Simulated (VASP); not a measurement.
# Mg12NO in VASP: further runs

The runs below take Mg12NO through single point, relaxation of the atoms, with PBE.

Everything below comes from runs of VASP 6.6.1. Logs are shortened: lines on timing, memory, paths and dates and some standing lists are left out, and cuts for length are marked.

**1. Starting point**

The cell holds a slab with vacuum, 14 atoms: a = 6.420 Å, b = 6.420 Å, c = 18.213 Å, α = 90.00°, β = 90.00°, γ = 60.00°.

The cell was built by a generator and needn't be a form met in nature.

**2. Single point, PBE**

File INCAR:

```
PREC = Accurate ; ENCUT = 520
EDIFF = 1E-6 ; ISMEAR = -1
SIGMA = 0.05 ; LREAL = False
LASPH = True ; NELM = 100
ALGO = Normal ; ISIF = 2
LWAVE = False ; LCHARG = False
GGA = PE ; NBANDS = 30
```

File KPOINTS:

```
Automatic mesh
0
Gamma
  2 2 1
```

File POSCAR:

```
Mg12NO
1.0
    6.4200000000      0.0000000000      0.0000000000
    3.2100000000      5.5598830000      0.0000000000
    0.0000000000      0.0000000000     18.2130400000
Mg N O
12 1 1
Direct
    0.0000000000      0.0000000000      0.0549057000
    0.5000000000      0.0000000000      0.0549057000
    0.0000000000      0.5000000000      0.0549057000
    0.5000000000      0.5000000000      0.0549057000
   -0.1724986639      0.3350253966      0.1963402030
    0.3294163969      0.3352061242      0.1959897419
   -0.1725253877      0.8373595045      0.1963302970
    0.3276569485      0.8361078316      0.2009249027
   -0.0154683577      0.0076252791      0.3436102336
    0.4922815871      0.0064962271      0.3427148330
   -0.0090163717      0.5044354617      0.3327704838
    0.4922663608      0.5011167262      0.3426900459
    0.6537923198      0.1730580328      0.4095043375
    0.6502618992      0.1750007556      0.4789426582
```

Potentials or basis: VASP PAW PBE potentials, release 64 (Mg, N, O).

On the command line:

```bash
cat potpaw_PBE.64/Mg/POTCAR potpaw_PBE.64/N/POTCAR potpaw_PBE.64/O/POTCAR > POTCAR
mpirun -np 1 vasp_std > vasp.out
```

OUTCAR:

```text
PREC = Accurate
   ENCUT = 520
   EDIFF = 1E-6
   ISMEAR = -1
   LREAL = False
   LASPH = True
   NELM = 100
   ISIF = 2
   GGA = PE

 ion  position               nearest neighbor table
   1  0.000  0.000  0.055-   5 3.18   7 3.18   3 3.21   3 3.21   4 3.21   4 3.21   2 3.21   2 3.21
                             8 3.22
   2  0.500  0.000  0.055-   7 3.15   6 3.17   4 3.21   3 3.21   4 3.21   3 3.21   1 3.21   1 3.21
                             8 3.25
   3  0.000  0.500  0.055-   6 3.16   7 3.19   5 3.19   1 3.21   1 3.21   2 3.21   2 3.21   4 3.21
                             4 3.21
   4  0.500  0.500  0.055-   5 3.15   6 3.17   2 3.21   1 3.21   2 3.21   1 3.21   3 3.21   3 3.21
                             8 3.25
   5  0.828  0.335  0.196-  11 3.10   4 3.15   1 3.18   3 3.19   7 3.20   6 3.20   8 3.21   8 3.21
                             6 3.22   7 3.22   9 3.24  12 3.25
   6  0.329  0.335  0.196-  11 3.12   3 3.16   2 3.17   4 3.17   7 3.20   5 3.20   8 3.21   8 3.21
                             5 3.22   7 3.22  12 3.24  10 3.24
   7  0.827  0.837  0.196-  11 3.10   2 3.15   1 3.18   3 3.19   5 3.20   6 3.20   8 3.21   8 3.21
                             6 3.22   5 3.22   9 3.24  10 3.25
   8  0.328  0.836  0.201-  12 3.18  10 3.18   5 3.21   7 3.21   6 3.21   6 3.21   7 3.21   5 3.21
                             1 3.22   9 3.22   4 3.25   2 3.25
   9  0.985  0.008  0.344-  13 2.20  10 3.16  12 3.16  11 3.22  11 3.22   8 3.22   7 3.24   5 3.24
                            12 3.26  10 3.26
  10  0.492  0.006  0.343-  13 2.19   9 3.16  12 3.18   8 3.18  11 3.21  11 3.22   6 3.24  12 3.24
                             7 3.25   9 3.26
  11  0.991  0.504  0.333-   5 3.10   7 3.10   6 3.12  10 3.21  12 3.21   9 3.22   9 3.22  12 3.22
                            10 3.22
  12  0.492  0.501  0.343-  13 2.19   9 3.16  10 3.18   8 3.18  11 3.21  11 3.22   6 3.24  10 3.24
                             5 3.25   9 3.26
  13  0.654  0.173  0.410-  14 1.26  10 2.19  12 2.19   9 2.20
  14  0.650  0.175  0.479-  13 1.26

  LATTYP: Found a hexagonal cell.
 ALAT       =     6.4199999201
 C/A-ratio  =     2.8369221537

  Lattice vectors:

 A1 = (  -3.2100000000,  -5.5598830000,   0.0000000000)
 A2 = (   6.4200000000,   0.0000000000,   0.0000000000)
 A3 = (   0.0000000000,   0.0000000000,  18.2130400000)

Analysis of symmetry for initial positions (statically):
=====================================================================
 Subroutine PRICEL returns:
 Original cell was already a primitive cell.

 Routine SETGRP: Setting up the symmetry group for a
 hexagonal supercell.

 Subroutine GETGRP returns: Found  1 space group operations
 (whereof  1 operations were pure point group operations)
 out of a pool of 24 trial point group operations.

[... 138 lines left out ...]
  volume/ion in A,a.u.               =      46.44       313.37
  Fermi-wavevector in a.u.,A,eV,Ry     =   0.618163  1.168159  5.199136  0.382126
  Thomas-Fermi vector in A             =   1.676507
   LORBIT       =      0    0 simple, 1 ext, 2 COOP (PROOUT), +10 PAW based schemes
   GGA     = PE    functional components
   LHFCALC =     F    Hartree Fock is set to
   AEXX    =    0.0000 exact exchange contribution
   IVDW    =     0    specifies the selected vdW correction
   LEPSILON=     F    determine dielectric tensor
   LRPA    =     F    only Hartree local field effects (RPA)
 non-spin polarized calculation
  energy-cutoff  :      520.00
  volume of cell :      650.10
 maximum number of plane-waves:     17580
 NGX is ok and might be reduce to    48
   NGX = 23   NGY = 23   NGZ = 67

 number of electron      35.0000001 magnetization

 Free energy of the ion-electron system (eV)
  ---------------------------------------------------
  ext. energy  EPLUGINS =         0.00000000
  ---------------------------------------------------
  free energy    TOTEN  =       -30.14235591 eV

  energy without entropy =      -30.08453861  energy(sigma->0) =      -30.11344726

 E-fermi :  -0.9709     XC(G=0):  -4.7591

 val. band max:       -1.0105113349   @ k =   0.0000   0.5000   0.0000
 cond. band min:      -0.6779724783   @ k =   0.0000   0.5000   0.0000
 fundamental gap:      0.3325388565
 Fermi energy:        -0.9709399115

 k-point     1 :       0.0000    0.0000    0.0000
  band No.  band energies     occupation
      1     -24.1000      2.00000
      2     -13.0299      2.00000
      3      -7.8736      2.00000
      4      -7.2169      2.00000
      5      -7.1181      2.00000
      6      -7.1145      2.00000
[... 117 lines left out ...]
     28       1.9315      0.00000
     29       2.0600      0.00000
 [bands above 29 left out]

------------------------ aborting loop because EDIFF is reached ----------------------------------------

  FORCE on cell =-STRESS in cart. coord.  units (eV):
  Direction    XX          YY          ZZ          XY          YZ          ZX
  --------------------------------------------------------------------------------------
  -------------------------------------------------------------------------------------
  Total       -3.4870350     -3.4631041      0.2903968      0.0205141     -0.1160332      0.2042668
  in kB       -8.5937707     -8.5347932      0.7156808      0.0505569     -0.2859630      0.5034140
  external PRESSURE =      -5.4709610 kB  Pullay stress =       0.0000000 kB

 VOLUME and BASIS-vectors are now :
 -----------------------------------------------------------------------------
  energy-cutoff  :      520.00
  volume of cell :      650.10
      direct lattice vectors                 reciprocal lattice vectors
     6.420000000  0.000000000  0.000000000     0.155763240 -0.089929950  0.000000000
     3.210000000  5.559883000  0.000000000     0.000000000  0.179859900  0.000000000
     0.000000000  0.000000000 18.213040000     0.000000000  0.000000000  0.054905716

 POSITION                                       TOTAL-FORCE (eV/Angst)
 -----------------------------------------------------------------------------------
      0.00000      0.00000      1.00000         0.251518     -0.145203      0.053597
      3.21000      0.00000      1.00000        -0.271211     -0.155265      0.055213
      1.60500      2.77994      1.00000        -0.017516      0.009827     -0.122726
      4.81500      2.77994      1.00000        -0.001137      0.312071      0.055276
      6.38799      1.86270      3.57595        -0.000770     -0.002711     -0.009737
      3.19086      1.86371      3.56957         0.003241     -0.001406      0.002919
      8.00031      4.65562      3.57577         0.002273      0.001836     -0.009250
      4.78746      4.64866      3.65945         0.001723     -0.000920      0.017177
      6.34517      0.04240      6.25819        -0.003807      0.002780     -0.022287
      3.18130      0.03612      6.24188         0.016844      0.007092     -0.010905
      7.98135      2.80460      6.06076         0.001192     -0.000560      0.003043
      4.76893      2.78615      6.24143         0.002311     -0.018606     -0.010586
      4.75286      0.96218      7.45832         0.013734     -0.007781     -0.473834
      4.73643      0.97298      8.72300         0.001606     -0.001155      0.472100
 -----------------------------------------------------------------------------------
    total drift:                                0.000009     -0.000007     -0.000999

  FREE ENERGIE OF THE ION-ELECTRON SYSTEM (eV)
  ---------------------------------------------------
  free  energy   TOTEN  =       -30.1423559070 eV

  energy  without entropy=      -30.0845386134  energy(sigma->0) =      -30.11344726
```

OSZICAR:

```text
N       E                     dE             d eps       ncg     rms          rms(c)
DAV:   1     0.134530895924E+03    0.13453E+03   -0.97650E+03   256   0.783E+02
DAV:   2     0.251834986402E+00   -0.13428E+03   -0.12859E+03   366   0.130E+02
DAV:   3    -0.327740387247E+02   -0.33026E+02   -0.30189E+02   400   0.539E+01
[... 16 lines left out ...]
DAV:  20    -0.301423306190E+02   -0.23171E-04   -0.41233E-06   280   0.775E-03    0.315E-03
DAV:  21    -0.301423480367E+02   -0.17418E-04   -0.43924E-06   240   0.744E-03    0.197E-03
DAV:  22    -0.301423520421E+02   -0.40054E-05   -0.44552E-07   192   0.359E-03    0.129E-03
DAV:  23    -0.301423549248E+02   -0.28827E-05   -0.28887E-07   144   0.224E-03    0.638E-04
DAV:  24    -0.301423559070E+02   -0.98221E-06   -0.18750E-07   168   0.126E-03
   1 F= -.30142356E+02 E0= -.30113447E+02  d E =-.578173E-01
```

It took 2.8 min on 1 thread of Intel Xeon 6975P-C (Granite Rapids), shared host; peak memory 0.67 GiB.

Results:

| Property | Result |
| --- | --- |
| Free energy | -30.1424 eV |
| Largest force | 0.474 eV/Å |
| Band gap on the k mesh | none (metal or under the smearing width) |

Forces in eV/Å, atoms in the order of the input:
```
Mg   0.252 -0.145  0.054
Mg  -0.271 -0.155  0.055
Mg  -0.018  0.010 -0.123
Mg  -0.001  0.312  0.055
Mg  -0.001 -0.003 -0.010
Mg   0.003 -0.001  0.003
Mg   0.002  0.002 -0.009
Mg   0.002 -0.001  0.017
Mg  -0.004  0.003 -0.022
Mg   0.017  0.007 -0.011
Mg   0.001 -0.001  0.003
Mg   0.002 -0.019 -0.011
N    0.014 -0.008 -0.474
O    0.002 -0.001  0.472
```

Caveat: the k mesh is coarse (spacing up to 0.57 Å⁻¹), so the values aren't converged; an odd number of electrons without spin polarisation forces a metal; a magnetic or distorted state may lie lower.

(Part 1 of 2 ends here.)
